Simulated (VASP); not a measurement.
Data:

```
AlN
1.0
    1.55682    -2.69649     0.00000
    1.55682     2.69649     0.00000
    0.00000     0.00000     4.98364
Al N
2 2
Cartesian
  1.55682  -0.89883   2.49197
  1.55682   0.89883   0.00015
  1.55682  -0.89883   4.39542
  1.55682   0.89883   1.90360
```

These are PBEsol GGA, VASP's PBE PAW potentials (set 64) (plane waves; VASP) values and carry that method's errors. Numerical set-up: 650 eV cut-off, 9×9×5 Γ-centred mesh, Gaussian smearing of 0.050 eV, potentials Al N.

Question: Give the elastic stiffness tensor with the ions relaxed (GPa, in the frame of the cell).

Answer: 
```
     xx   yy   zz   yz   xz   xy
--  ---  ---  ---  ---  ---  ---
xx  381  138  108  0.0  0.0  0.0
yy  138  381  108  0.0  0.0  0.0
zz  108  108  356  0.0  0.0  0.0
yz  0.0  0.0  0.0  111  0.0  0.0
xz  0.0  0.0  0.0  0.0  111  0.0
xy  0.0  0.0  0.0  0.0  0.0  122
```

Question: Predict the Hill bulk modulus, Hill shear modulus, Young's modulus, Poisson's ratio.

Answer: 
Hill bulk modulus: 202 GPa
Hill shear modulus: 120 GPa
Young's modulus: 300 GPa
Poisson's ratio: 0.253

Measured: C11 410 GPa (computed value off by -7.2 %), C12 148 GPa (computed value off by -7.3 %), C13 98.9 GPa (computed value off by +8.8 %), C33 388 GPa (computed value off by -8.2 %), C44 125 GPa (computed value off by -10.5 %), as given by Oses et al., (2018), arXiv:1811.08464. The calculation is for a static lattice, while the measured C11, C12, C13, C33, C44 hold thermal and zero-point effects, which are part of the difference.

The compound is AlN in the wurtzite structure. It was relaxed first.
